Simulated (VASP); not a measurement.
Output of a VASP run:

OSZICAR:
```
...
DAV:   4    -0.321376245033E+01   -0.11247E-04   -0.13434E-04  7530   0.139E-01    0.462E-02
DAV:   5    -0.321376215633E+01    0.29400E-06   -0.39548E-06 10018   0.286E-02    0.166E-02
DAV:   6    -0.321376203829E+01    0.11804E-06   -0.29674E-07  7430   0.806E-03    0.606E-03
DAV:   7    -0.321376203306E+01    0.52244E-08   -0.14782E-08  3718   0.310E-03
   3 F= -.32137620E+01 E0= -.32137070E+01  d E =-.250991E-03
       N       E                     dE             d eps       ncg     rms          rms(c)
DAV:   1    -0.322295810638E+01   -0.91961E-02   -0.32113E-01  7974   0.623E+00    0.492E-01
DAV:   2    -0.321744824354E+01    0.55099E-02   -0.71509E-03 10044   0.174E+00    0.323E-01
DAV:   3    -0.321415280279E+01    0.32954E-02   -0.40935E-03  8474   0.190E+00    0.786E-02
DAV:   4    -0.321419741691E+01   -0.44614E-04   -0.53222E-04  7554   0.274E-01    0.927E-02
DAV:   5    -0.321419619499E+01    0.12219E-05   -0.16447E-05  9852   0.583E-02    0.301E-02
DAV:   6    -0.321419576900E+01    0.42599E-06   -0.10977E-06  7566   0.147E-02    0.112E-02
DAV:   7    -0.321419574500E+01    0.23995E-07   -0.50939E-08  4038   0.597E-03
   4 F= -.32141957E+01 E0= -.32140763E+01  d E =-.684703E-03
       N       E                     dE             d eps       ncg     rms          rms(c)
DAV:   1    -0.325098089379E+01   -0.36785E-01   -0.12795E+00  7978   0.125E+01    0.980E-01
DAV:   2    -0.322874622703E+01    0.22235E-01   -0.28985E-02  9868   0.302E+00    0.646E-01
DAV:   3    -0.321539467089E+01    0.13352E-01   -0.17388E-02  8398   0.360E+00    0.158E-01
DAV:   4    -0.321555810003E+01   -0.16343E-03   -0.19911E-03  7594   0.522E-01    0.188E-01
DAV:   5    -0.321555454446E+01    0.35556E-05   -0.68491E-05  9962   0.115E-01    0.673E-02
DAV:   6    -0.321555233086E+01    0.22136E-05   -0.55755E-06  7572   0.369E-02    0.231E-02
DAV:   7    -0.321555224860E+01    0.82259E-07   -0.38497E-07  7696   0.125E-02
   5 F= -.32155522E+01 E0= -.32156698E+01  d E =-.204121E-02
       N       E                     dE             d eps       ncg     rms          rms(c)
DAV:   1    -0.321801893190E+01   -0.24666E-02   -0.90808E-02  8038   0.333E+00    0.262E-01
DAV:   2    -0.321644703648E+01    0.15719E-02   -0.20356E-03  9976   0.964E-01    0.171E-01
DAV:   3    -0.321550227902E+01    0.94476E-03   -0.11864E-03  8412   0.104E+00    0.399E-02
DAV:   4    -0.321551627486E+01   -0.13996E-04   -0.16244E-04  7504   0.150E-01    0.489E-02
DAV:   5    -0.321551604104E+01    0.23382E-06   -0.43551E-06  9992   0.288E-02    0.213E-02
DAV:   6    -0.321551586499E+01    0.17605E-06   -0.45035E-07  7552   0.949E-03    0.797E-03
DAV:   7    -0.321551585613E+01    0.88544E-08   -0.20952E-08  3706   0.344E-03
   6 F= -.32155159E+01 E0= -.32156356E+01  d E =-.200481E-02
       N       E                     dE             d eps       ncg     rms          rms(c)
DAV:   1    -0.321651104261E+01   -0.99518E-03   -0.33490E-02  8028   0.202E+00    0.159E-01
DAV:   2    -0.321593020788E+01    0.58083E-03   -0.75174E-04 10032   0.582E-01    0.104E-01
DAV:   3    -0.321558089861E+01    0.34931E-03   -0.44335E-04  8350   0.622E-01    0.246E-02
DAV:   4    -0.321558594261E+01   -0.50440E-05   -0.59314E-05  7524   0.910E-02    0.298E-02
DAV:   5    -0.321558584115E+01    0.10146E-06   -0.17166E-06  9876   0.184E-02    0.116E-02
DAV:   6    -0.321558578493E+01    0.56220E-07   -0.14891E-07  6994   0.550E-03
   7 F= -.32155858E+01 E0= -.32157099E+01  d E =-.207474E-02
```

**OUTCAR**
```
------------------------ aborting loop because EDIFF is reached ----------------------------------------
  FORCE on cell =-STRESS in cart. coord.  units (eV):
  Direction    XX          YY          ZZ          XY          YZ          ZX
  --------------------------------------------------------------------------------------
  Total        0.2606534      0.2606534      0.2609799      0.0000000      0.0000000      0.0000000
  in kB       17.5247850     17.5247850     17.5467402      0.0000000      0.0000000      0.0000000
  external PRESSURE =      17.5321034 kB  Pullay stress =       0.0000000 kB
  volume of cell :       23.83
      direct lattice vectors                 reciprocal lattice vectors
    -1.557655412  1.557655412  2.455378570     0.000000000  0.320995257  0.203634587
     1.557655412 -1.557655412  2.455378570     0.320995257 -0.000000000  0.203634587
     1.557655412  1.557655412 -2.455378570     0.320995257  0.320995257  0.000000000
 POSITION                                       TOTAL-FORCE (eV/Angst)
 -----------------------------------------------------------------------------------
      0.00000      0.00000      0.00000        -0.000000     -0.000000      0.000000
 -----------------------------------------------------------------------------------
    total drift:                               -0.000000      0.000000      0.000000
  FREE ENERGIE OF THE ION-ELECTRON SYSTEM (eV)
  ---------------------------------------------------
  free  energy   TOTEN  =        -3.2155857849 eV

  energy  without entropy=       -3.2159581253  energy(sigma->0) =       -3.21570990

 reached required accuracy - stopping structural energy minimisation
```
(Selected blocks of OUTCAR.)

**POSCAR**
```
In
1
   -1.5801278880     1.5801278880     2.3860347343
    1.5801278880    -1.5801278880     2.3860347343
    1.5801278880     1.5801278880    -2.3860347343
In
1
Direct
  0.0000000000   0.0000000000   0.0000000000
```

Q: Reconstruct the remaining input files.

A: One answer among several that fit: the input of the run itself, LDA (Ceperley-Alder, Perdew-Zunger), plane waves, VASP's LDA PAW potentials (set 64).

**INCAR**
```
SYSTEM = In
PREC = Accurate
ENCUT = 520
EDIFF = 1E-7
NELM = 100
ALGO = Normal
LREAL = .FALSE.
LASPH = .TRUE.
ISMEAR = 1
SIGMA = 0.1
LMAXMIX = 4
LWAVE = .FALSE.
LCHARG = .FALSE.
ISIF = 4
IBRION = 2
NSW = 30
EDIFFG = -0.01
```

### KPOINTS
```
Regular mesh
0
gamma
  16 16 16
```

POTCAR, in this order: In_d (LDA.64 set). Program: vasp_std.

The compound is In in the bct structure. This cell is one point of a volume scan, at 0.97 of the reference volume. Symmetry was kept, so distortions that lower it aren't found.
